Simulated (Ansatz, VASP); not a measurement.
**Se: VASP beside Ansatz**

One calculation is typed for both programs; each brings its own data sets and cutoff. How far apart do they land? The cell is taken from a series of VASP runs on this material, whose earlier steps may have relaxed, scaled or displaced it; both programs get it as it stands.

Method: plane waves, with VASP 6.6.1 beside it; relaxation of cell and atoms at PBE and relaxation of cell and atoms at LDA, in Ansatz 0.2.0.

## Step 1: The starting structure

It takes space group P3_121 (No. 152, trigonal). The conventional cell has a = 4.515 Å, b = 4.515 Å, c = 5.048 Å, α = 90.00°, β = 90.00°, γ = 120.00°. Se has 2 Se at 2.40 Å nearest.

As a file:

```
Se
1.0
     4.51523    0.00000    0.00000
    -2.25761    3.91030    0.00000
     0.00000    0.00000    5.04758
Se
3
Direct
  0.78052 0.78052 0.00000
  0.00000 0.21948 0.66667
  0.21948 0.00000 0.33333
```

## Step 2: VASP: relaxation of cell and atoms, PBE

The relaxed volume is the usual yardstick between codes: its relative difference is about their pressure difference at one cell divided by the bulk modulus.

Lines of VASP's logs that name or quote its potential files are left out, and so is its time.

Contents of INCAR:

```
SYSTEM = Se
PREC = Accurate
ENCUT = 520
EDIFF = 1E-07
NELM = 100
ISMEAR = 0
SIGMA = 0.03
LREAL = .FALSE.
ALGO = Normal
GGA = PE
NBANDS = 15
LORBIT = 11
LWAVE = .FALSE.
LCHARG = .FALSE.
KPAR = 4
IBRION = 2
NSW = 50
ISIF = 3
EDIFFG = -0.005
LASPH = .TRUE.
```

Contents of POSCAR:

```
Se
1.0
    4.5152281612      0.0000000000      0.0000000000
   -2.2576140806      3.9103022915      0.0000000000
    0.0000000000      0.0000000000      5.0475776419
Se
3
Direct
    0.7805160897      0.7805160897      0.0000000000
    0.0000000000      0.2194839103      0.6666666667
    0.2194839103      0.0000000000      0.3333333333
```

Contents of KPOINTS:

```
Automatic mesh
0
Gamma
8 8 6
0 0 0
```

The projector-augmented-wave data sets are Se (PBE family, release 64).

Run with:

```console
$ mpirun -np 4 vasp_std
```

Numbers of over 12 decimals in the logs are rounded to 6 here.

Log:

```text
[banner, memory and clock lines left out]
running    4 mpi-ranks, on    1 nodes
 distrk:  each k-point on    1 cores,    4 groups
 distr:  one band on    1 cores,    1 groups

 POSCAR found type information on POSCAR Se
 POSCAR found :  1 types and       3 ions
 LDA part: xc-table for (Slater+PW92), standard interpolation
 POSCAR, INCAR and KPOINTS ok, starting setup
 FFT: planning ... GRIDC
 FFT: planning ... GRID_SOFT
 FFT: planning ... GRID
 WAVECAR not read
 entering main loop
       N       E                     dE             d eps       ncg     rms          rms(c)
DAV:   1     0.835069545143E+02    0.83507E+02   -0.70109E+03  1500   0.980E+02
DAV:   2    -0.469234014724E+01   -0.88199E+02   -0.83998E+02  1964   0.157E+02
DAV:   3    -0.105486544829E+02   -0.58563E+01   -0.58303E+01  1780   0.471E+01
DAV:   4    -0.105970458335E+02   -0.48391E-01   -0.48371E-01  2011   0.505E+00
DAV:   5    -0.105974387290E+02   -0.39290E-03   -0.39285E-03  1843   0.451E-01    0.644E+00
DAV:   6    -0.105334974357E+02    0.63941E-01   -0.38813E-02  1913   0.128E+00    0.398E+00
DAV:   7    -0.105111661317E+02    0.22331E-01   -0.78511E-02  1731   0.180E+00    0.200E-01
DAV:   8    -0.105105877396E+02    0.57839E-03   -0.93127E-03  1766   0.609E-01    0.977E-02
DAV:   9    -0.105107199488E+02   -0.13221E-03   -0.29355E-04  2116   0.118E-01    0.314E-02
DAV:  10    -0.105107650334E+02   -0.45085E-04   -0.60045E-05  1836   0.537E-02    0.778E-03
DAV:  11    -0.105107686040E+02   -0.35706E-05   -0.95135E-06  2067   0.188E-02    0.390E-03
DAV:  12    -0.105107684653E+02    0.13865E-06   -0.19699E-06  1983   0.917E-03    0.200E-03
DAV:  13    -0.105107684471E+02    0.18212E-07   -0.33061E-07  2017   0.334E-03
   1 F= -.10510768E+02 E0= -.10510768E+02  d E =-.105108E+02
 curvature:   0.00 expect dE= 0.000E+00 dE for cont linesearch  0.000E+00
 trial: gam= 0.00000 g(F)=  0.147E-07 g(S)=  0.308E-05 ort = 0.000E+00 (trialstep = 0.100E+01)
 search vector abs. value=  0.310E-05
 reached required accuracy - stopping structural energy minimisation
```

From OUTCAR (step 2):

```text
ion  position               nearest neighbor table
   1  0.781  0.781  0.000-   3 2.40   2 2.40
   2  0.000  0.219  0.667-   1 2.40   3 2.40
   3  0.219  0.000  0.333-   1 2.40   2 2.40

  LATTYP: Found a hexagonal cell.
 ALAT       =     4.5152281612
 C/A-ratio  =     1.1179009037

 Subroutine GETGRP returns: Found  6 space group operations
 (whereof  2 operations were pure point group operations)

The static configuration has the point symmetry C_2 .
 The point group associated with its full space group is D_3 .

 Found     50 irreducible k-points:

   k-points           NKPTS =     50   k-points in BZ     NKDIM =     50   number of bands    NBANDS=     15

   dimension x,y,z NGX =    36 NGY =   36 NGZ =   40
   dimension x,y,z NGXF=    72 NGYF=   72 NGZF=   80

   ENCUT  =  520.0 eV  38.22 Ry    6.18 a.u.   8.40  8.40  9.39*2*pi/ulx,y,z

   NELECT =      18.0000    total number of electrons

 k-points in reciprocal lattice and weights: Automatic mesh
   0.00000000  0.00000000  0.00000000       0.003
   0.12500000  0.00000000  0.00000000       0.016
   0.25000000  0.00000000  0.00000000       0.016
   0.37500000  0.00000000  0.00000000       0.016
   0.50000000  0.00000000  0.00000000       0.008
   0.12500000  0.12500000  0.00000000       0.016
   0.25000000  0.12500000  0.00000000       0.031
   0.37500000  0.12500000  0.00000000       0.031
   0.25000000  0.25000000  0.00000000       0.016
[...]
0.25000000  0.25000000  0.50000000       0.016
   0.37500000  0.25000000  0.50000000       0.016

 average (electrostatic) potential at core
       1 -56.8187       2 -56.8187       3 -56.8187

 E-fermi :   2.0374

 k-point     1 :       0.0000    0.0000    0.0000
  band No.  band energies     occupation
    ...
      5      -1.8598      2.00000
      6      -1.5689      2.00000
      7       0.0104      2.00000
      8       0.0104      2.00000
      9       1.5412      2.00000
     10       3.7701      0.00000
     11       3.7701      0.00000
     12       4.1397      0.00000
     13       7.7575      0.00000
     14       8.5044      0.00000
    ...

 k-point     2 :       0.1250    0.0000    0.0000
  band No.  band energies     occupation
    ...
      5      -2.0066      2.00000
      6      -1.4653      2.00000
      7       0.0062      2.00000
      8       0.2082      2.00000
      9       1.4406      2.00000
     10       3.7142      0.00000
     11       3.7737      0.00000
     12       4.2817      0.00000
     13       7.8588      0.00000
     14       8.4394      0.00000
    ...

 k-point     3 :       0.2500    0.0000    0.0000
  band No.  band energies     occupation
    ...
      5      -2.2597      2.00000
      6      -1.4274      2.00000
      7      -0.0570      2.00000
      8       0.2833      2.00000
      9       1.2002      2.00000
     10       3.8020      0.00000
     11       3.9001      0.00000
     12       4.6785      0.00000
     13       8.0724      0.00000
     14       8.1301      0.00000
    ...

  Total        0.0078204      0.0078204      0.0083368     -0.0000000      0.0000000     -0.0000000
  in kB        0.1405948      0.1405948      0.1498778     -0.0000000      0.0000000     -0.0000000
  external PRESSURE =       0.1436891 kB  Pullay stress =       0.0000000 kB

  energy-cutoff  :      520.00
  volume of cell :       89.12
      direct lattice vectors                 reciprocal lattice vectors
     4.515228161  0.000000000  0.000000000     0.221472751  0.127867352  0.000000000
    -2.257614081  3.910302291  0.000000000     0.000000000  0.255734704  0.000000000
     0.000000000  0.000000000  5.047577642     0.000000000  0.000000000  0.198114833

 POSITION                                       TOTAL-FORCE (eV/Angst)
 -----------------------------------------------------------------------------------
      1.76210      3.05205      0.00000         0.000159      0.000276     -0.000000
     -0.49551      0.85825      3.36505         0.000159     -0.000276      0.000000
      0.99102      0.00000      1.68253        -0.000319     -0.000000     -0.000000
 -----------------------------------------------------------------------------------
    total drift:                                0.000000      0.000001     -0.000000

  FREE ENERGIE OF THE ION-ELECTRON SYSTEM (eV)
  ---------------------------------------------------
  free  energy   TOTEN  =       -10.5107684471 eV

  energy  without entropy=      -10.5107684471  energy(sigma->0) =      -10.51076845

 reached required accuracy - stopping structural energy minimisation

 total charge
# of ion       s       p       d       tot
------------------------------------------
    1        1.510   2.166   0.051   3.727
    2        1.510   2.166   0.051   3.727
    3        1.510   2.166   0.051   3.727
--------------------------------------------------
tot          4.530   6.499   0.153  11.182

[... 3 further parts left out ...]
```

The run keeps the 6 symmetry operations of its start, so it cannot find a distortion of lower symmetry.

## Step 3: Ansatz: relaxation of cell and atoms, PBE

Ansatz runs on its default PAW (the set named soft_2) files.

The same cell, functional, mesh and smearing now go to Ansatz, which takes its cutoff from its data sets.

Contents of input.yaml:

```yaml
crystal:
  lattice:
    - [4.5152281612, 0.0, 0.0]
    - [-2.2576140806, 3.9103022915, 0.0]
    - [0.0, 0.0, 5.0475776419]
  atoms:
    - { symbol: Se, position: [0.7805160897, 0.7805160897, 0.0] }
    - { symbol: Se, position: [0.0, 0.2194839103, 0.6666666667] }
    - { symbol: Se, position: [0.2194839103, 0.0, 0.3333333333] }
hamiltonian:
  xc: pbe
  pseudopotentials: { kind: paw }
kpoints:
  mp_grid: { grid: [8, 8, 6] }
scf:
  occupations: { method: gaussian, width: 0.03 }
relax:
  f_tol: 0.01
  max_steps: 60
  cell: { stress_tol: 0.05 }
output:
  forces: true
  stress: true
```

Run with:

```console
$ ansatz run input.yaml --threads 4 --pin off --max-ram 9216MiB --backend cpu --events-out ev --progress --plain --runs-dir out
```

Log:

```text
Engine: ansatz 0.2.0, aarch64-unknown-linux-gnu
Pseudopotentials: kind: paw
Pseudopotential: Se, paw, valence charge 16, recommended cutoff 420 eV (normal), Se.paw.azcp
Functional definition: PBE
  parameter kappa = 0.804
  parameter beta = 0.066725
  exchange = pbe_x(kappa = kappa, mu = beta*pi^2/3)
  correlation = pbe_c(beta = beta)
Crystal: 3 atoms, lattice volume = 89.120 Å³
Basis set: ecut = 420 eV, 1787 PW (Γ), exchange–correlation on 64×64×72 points (8 copies of the dense FFT grid, shifted against one another)
Bands: 29, of which v1, the nominal top of the filled ones, is band 24 counted from 1 (23 counted from 0)
Symmetry: 6 space group operations
Space group: P3121 (ITA 152), of the structure as read, at distance tolerance 4.5e-5 Å
k-points: 50 of 384 (time reversal used)
Non-local potential: Se, projectors of the file, l = 0: 2, l = 1: 2, l = 2: 3, l = 3: 1
PAW form: soft (Blöchl's): semilocal exchange-correlation on the pseudo side does not see the compensation charge
PAW one-centre angular grid: Se, 590 points (default); XC on 64 Gauss nodes
Initial density: superposition of atomic densities (neutral atoms: chi_scale 0, normalization atom), corrected by the library's trained network
Initial wavefunctions: pseudopotential atomic-orbital guess
Functional: x = pbe(κ = 0.804, μ = 0.219515), c = pbe(β = 0.066725)
SCF iter   1: F=—  HF=-16407.236365 eV  |F-HF|=—  |Δ(HF+E_count)|=         —  Δρ=1.07e-3  dr2=5.75e-4  ethr=1.77e-3  ⟨swp⟩=6.2  Hψ=6275  notcnv=0
preconditioner: auto → Resta (q_TF=auto, 2.461 Å⁻¹)  ε∞=3.7  [insulator: Δε(μ)=1.127 eV  Ē_g=10.217 eV  σ=0.030 eV  W_gap=1.00  n_scr=20 (ndim 8)  ℏωp=16.7 eV  f_vac=0.132  D(μ)=0.00/eV (n_scr^D=0)  ε∞_Penn≈3.7]
SCF iter   2: F=—  HF=-16407.237063 eV  |F-HF|=—  |Δ(HF+E_count)|=   6.98e-4  Δρ=6.67e-4  dr2=2.41e-4  ethr=1.20e-6  ⟨swp⟩=2.0  Hψ=3234  notcnv=0  defer=34
SCF iter   3: F=—  HF=-16407.237404 eV  |F-HF|=—  |Δ(HF+E_count)|=   3.40e-4  Δρ=2.83e-4  dr2=4.71e-5  ethr=5.02e-7  ⟨swp⟩=3.0  Hψ=2600  notcnv=0  defer=34
SCF iter   4: F=—  HF=-16407.237495 eV  |F-HF|=—  |Δ(HF+E_count)|=   9.18e-5  Δρ=5.77e-5  dr2=2.54e-6  ethr=9.80e-8  ⟨swp⟩=2.0  Hψ=1850  notcnv=0  defer=34
SCF iter   5: F=—  HF=-16407.237498 eV  |F-HF|=—  |Δ(HF+E_count)|=   2.07e-6  Δρ=1.18e-5  dr2=1.83e-7  ethr=5.29e-9  ⟨swp⟩=2.0  Hψ=2600  notcnv=0  defer=34
SCF iter   6: F=-16407.237498 eV  HF=-16407.237498 eV  |F-HF|=1.36e-8  |Δ(HF+E_count)|=   2.52e-7  Δρ=2.93e-6  dr2=9.81e-9  ethr=2.08e-10  ⟨swp⟩=4.3  Hψ=5290  notcnv=0
SCF 1 converged in 6 iterations: F = -16407.237498 eV  dr2 = 9.81e-9
  greatest PAW one-centre occupation: 1.000 electrons in one spin orbital (limit 2), on the Se atom at site 1 (counted from 0), in its partial waves of l = 2
relax step   1: F+E_penalty+E_count = -16407.23749780 eV  Δ(F+E_penalty+E_count) = +0.000e0 eV  max|allowed force component| = 2.655e-2 eV/Å  Δτ_max = 0.0000 Å  P = -0.081 GPa  Ω = 89.120 Å³  (6 SCF iters, dr2 threshold 1.00e-7 eV, accepted)
[...]
relax step   2: F+E_penalty+E_count = -16407.23756839 eV  Δ(F+E_penalty+E_count) = -7.059e-5 eV  max|allowed force component| = 4.960e-5 eV/Å  Δτ_max = 0.0019 Å  P = +0.007 GPa  Ω = 89.142 Å³  energy of the carried Pulay correction = -1.147e-6 eV  (4 SCF iters, dr2 threshold 4.41e-8 eV, accepted)
[...]
relax step   3: F+E_penalty+E_count = -16407.23756980 eV  Δ(F+E_penalty+E_count) = -1.407e-6 eV  max|allowed force component| = 2.809e-5 eV/Å  Δτ_max = 0.0000 Å  P = +0.007 GPa  Ω = 89.142 Å³  stress off target by 1.83e-2 GPa  SCF on the basis re-selected at this cell (its energy is not comparable with the rows above)  (6 SCF iters)
basis re-selected at this cell: Δ(F+E_penalty+E_count) = -1.407e-6 eV, ΔP = -0.000 GPa vs the last step (what re-selecting the basis moved, of the pressure what is left beyond the Pulay correction that the steps carried, after the strain that the cell walked since its last selection, with what the two solves' SCF thresholds leave and, on support functions, any second-order correction that the steps lacked; it is no m [...]
SCF converged after 6 iterations
Free energy (F): -16407.237570 eV
Harris-Foulkes:  -16407.237570 eV  (|F-HF|=7.28e-12)
Internal energy: -16407.237570 eV  (E = F + TS)
E sigma→0 (E₀):  -16407.237570 eV
Fermi energy:    6.282807 eV
--- Per-component energies (eV) ---
  E_band       = -1273.035927
  E_kinetic    = 350.215753
  E_local      = -8048.708182  (includes V_loc(G=0)·N_el)
  E_nonlocal   = -1783.250294
  E_hartree    = 3923.626194
  E_xc         = -310.050621
  E_vxc        = -290.928701  (∫ρ·V_xc dr)
  E_paw        = -5736.080812  (= ΣΔE_a)
  E_vpaw       = 652.384840  (= ΣTr[D̂ρ^β])
  E_aug_tail   = -0.001787  (compensation charges beyond the density's cutoff)
  E_ewald      = -4802.987821
  E_smearing   = -0.000000  (= −TS)
  E_closure    = 0.000000  (closes the sum)
  Σ components = -16407.237570   (vs F -16407.237570, Δ=0.00e0)
--- Forces (eV/Å), atoms counted from 1 ---
  atom   1  Se    -0.00001405    -0.00002433    -0.00000000
  atom   2  Se    -0.00001405     0.00002433     0.00000000
  atom   3  Se     0.00002809     0.00000000     0.00000000
  max |Σ_I F_I| component: 1.10e-16 eV/Å
--- Stress (GPa, compression-positive) ---
        0.018322       0.000000      -0.000000
       -0.000000       0.018322      -0.000000
       -0.000000      -0.000000      -0.014864
  P = ⅓ Tr σ = 0.0073 GPa (0.073 kbar)
--- Relaxed structure (2 steps of the walk, 2 accepted, 1 SCFs on fresh bases) ---
  F+E_penalty+E_count = -16407.23756980 eV   max|allowed force component| = 2.809e-5 eV/Å   (the final SCF, on the basis selected at the relaxed cell)
  cell:  # Å, volume = 89.1424 Å³
    - [4.515747, 0, 0]
    - [-2.257874, 3.910752, 0]
    - [0, 0, 5.047708]
  atoms:
    - { symbol: Se, position: [0.780936, 0.780936, 0] }
    - { symbol: Se, position: [0, 0.219064, 0.666667] }
    - { symbol: Se, position: [0.219064, 0, 0.333333] }
```

Wall time 7.8 s (4 threads of Arm Neoverse V1, shared host); peak memory 0.41 GiB; 30 s of CPU time.

## Step 4: Differences

Known differences besides the potentials themselves: both relaxations stop at a tolerance, which leaves soft axes loose, and VASP keeps its plane-wave basis; the data sets hold 48 valence electrons in Ansatz (default PAW (the set named soft_2) files) and 18 in VASP; the cutoff is 420 eV in Ansatz and 520 eV in VASP; Ansatz adds a Pulay correction to the stress that steers its cell, VASP none. Total energies have different zeros and are not compared.

Compared:

```csv
quantity,Ansatz,VASP,difference
volume (Å³),89.14,89.12,+0.03 %
"edge a after relaxation, in the typed setting (Å)",4.516,4.515,+0.01 %
"edge c after relaxation, in the typed setting (Å)",5.048,5.048,+0.00 %
```

The walks stopped with 0.01 GPa left in Ansatz and 0.01 GPa in VASP; each walk ends within a tolerance, so the volume difference is uncertain by about these residues over the bulk modulus, most in soft cells.

[end of part 1 of 2]

[Lines on the potential files, build, host, timing and source positions are cut from VASP's logs without a mark.]

[Logs are printed without paths, hosts, clocks, repeated set-up lines and the standing remarks that a program may print on its own settings, such as how far it seeks lower states.]

[Hosts, paths, dates, database ids (printed as entryN), source tags and the programs' standing remarks are cut or masked in the printed files.]
